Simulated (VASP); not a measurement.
PdC18: single point with PBE

Slab: PdC18, a slab with vacuum.

```xyz
19
Lattice="7.3980 0.0000 0.0000 -3.6990 6.4069 0.0000 0.0000 0.0000 11.0000" Properties=species:S:1:pos:R:3 pbc="T T T"
C     0.0140   -0.0373    1.1225
C     1.2553    0.6817    1.0197
C    -1.2327    2.1183    1.0195
C     0.0114    2.8155    0.9632
C    -2.4630    4.2401    0.9802
C    -1.2239    4.9488    0.9768
C     2.4693   -0.0307    0.9805
C     3.7079    0.6773    0.9805
C     1.2372    2.1079    0.9634
C     2.4763    2.8124    0.9529
C     0.0020    4.2409    0.9531
C     1.2411    4.9455    0.9635
C     4.9218   -0.0352    1.0196
C     6.1631    0.6838    1.1222
C     3.7021    2.1046    0.9768
C     4.9412    2.8134    0.9802
C     2.4668    4.2379    0.9632
C     3.7109    4.9352    1.0196
Pd    3.0874    6.7317    3.1624
```

The cell was built by a generator and needn't be a form met in nature.

| Property | Result |
| --- | --- |
| Program | VASP 6.6.1 |
| Task | single point |
| Functional | PBE |
| Potentials or basis | VASP PAW PBE potentials, release 64 (C, Pd) |
| Cutoff | 520 eV |
| k mesh | 2 × 2 × 1 |
| Occupations | gaussian, width 0.05 eV |
| Spin | no spin polarisation |

```
Largest force          : 0.036 eV/Å
Band gap on the k mesh : 0.08 eV, direct
```

Forces on the atoms (eV/Å):
```
C    0.023  0.000 -0.003
C   -0.008  0.011 -0.008
C    0.005  0.007 -0.007
C    0.008  0.003  0.002
C    0.015  0.000 -0.001
C   -0.006 -0.002  0.005
C    0.006 -0.009 -0.005
C   -0.004  0.001 -0.003
C   -0.007  0.008 -0.004
C   -0.012  0.003  0.001
C    0.003 -0.007  0.001
C   -0.005 -0.008 -0.006
C    0.008 -0.003  0.001
C   -0.016  0.016 -0.004
C    0.009  0.000  0.000
C   -0.013 -0.005 -0.001
C   -0.010 -0.012  0.001
C    0.003 -0.002 -0.004
Pd  -0.001 -0.001  0.036
```

Levels at points of the mesh, in eV from the valence-band top:
| k point | band 39 | band 40 | band 41 | band 42 | band 43 | band 44 |
| --- | --- | --- | --- | --- | --- | --- |
| (0.00, 0.00, 0.00) | -1.45 | -0.15 | 0.00 | 0.08 | 0.27 | 0.93 |
| (0.50, 0.00, 0.00) | -1.48 | -1.30 | -1.05 | 0.97 | 1.62 | 2.37 |
| (0.00, 0.50, 0.00) | -1.48 | -1.30 | -1.05 | 0.97 | 1.62 | 2.37 |
| (0.50, 0.50, 0.00) | -1.24 | -1.24 | -1.23 | 0.88 | 1.61 | 2.32 |

It took 2.4 min on 1 thread of Intel(R) Xeon(R) 6975P-C (Granite Rapids), with other jobs on the host, peak memory 0.57 GiB.

Caveat: the k mesh is coarse (spacing up to 0.49 Å⁻¹), so the values aren't converged.
